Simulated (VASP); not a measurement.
Given:

```
CELL_PARAMETERS angstrom
      0.00000     2.87637     2.87637
      2.87637     0.00000     2.87637
      2.87637     2.87637     0.00000
ATOMIC_POSITIONS crystal
  Li 0.25000 0.25000 0.25000
  Li 0.75000 0.75000 0.75000
  S  0.00000 0.00000 0.00000
```

Calculation: vdW-DF2, VASP's PBE PAW potentials (set 64) (plane waves; VASP). Numerical set-up: 520 eV cut-off, Gaussian smearing of 0.050 eV, potentials Li_sv S.

Q: What does the run give for the band gap (along the path) with the smallest direct gap where there is one?

A: 
| Item | Result |
|---|---|
| band gap (along the path) | 3.61 eV |
| smallest direct gap (along the path) | 4.32 eV |

Total energies compare only between runs with the same potentials, cut-off and functional.

The compound is Li2S in the antifluorite structure. It was relaxed first.
